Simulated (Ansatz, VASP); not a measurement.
## Zn3C: VASP beside Ansatz

```
Zn C
1.0
     2.63995    0.00000    0.00000
    -1.31997    2.28626    0.00000
     0.00000    0.00000    8.20151
Zn C
3 1
Direct
  0.00000 0.00000 0.50000
  0.66667 0.33333 0.23781
  0.66667 0.33333 0.76219
  0.00000 0.00000 0.00000
```

Change from the starting cell: species swapped into the Cd3Ag type (P-6m2, No. 187).

Alike in both runs: task relaxation of cell and atoms; functional PBE; k mesh 6 × 6 × 2; occupations gaussian, width 0.1 eV; no spin polarisation.

```csv
,VASP,Ansatz
version,VASP 6.6.1,Ansatz 0.2.0
potentials or method,"VASP PAW PBE potentials, release 64 (Zn, C)","scalar-relativistic, plane waves, PAW"
plane-wave cutoff (eV),600,420
valence electrons in the cell,40,40
```

```tsv
	VASP	Ansatz	Ansatz less VASP
gap on the k mesh at the Fermi level, each at its own relaxed structure (eV)	none	none	-
relaxed volume (Å³/atom)	13.62	13.58	-0.032
relaxed cell length with the largest relative difference (Å)	6.528	6.498	-0.0296
energy change over the relaxation (meV/atom)	-330	-335	-4.6
```

A gap of «none» marks a metal or a gap that the smearing closes.

Caveats: the k mesh is coarse (spacing up to 0.46 Å⁻¹), so the values aren't converged.
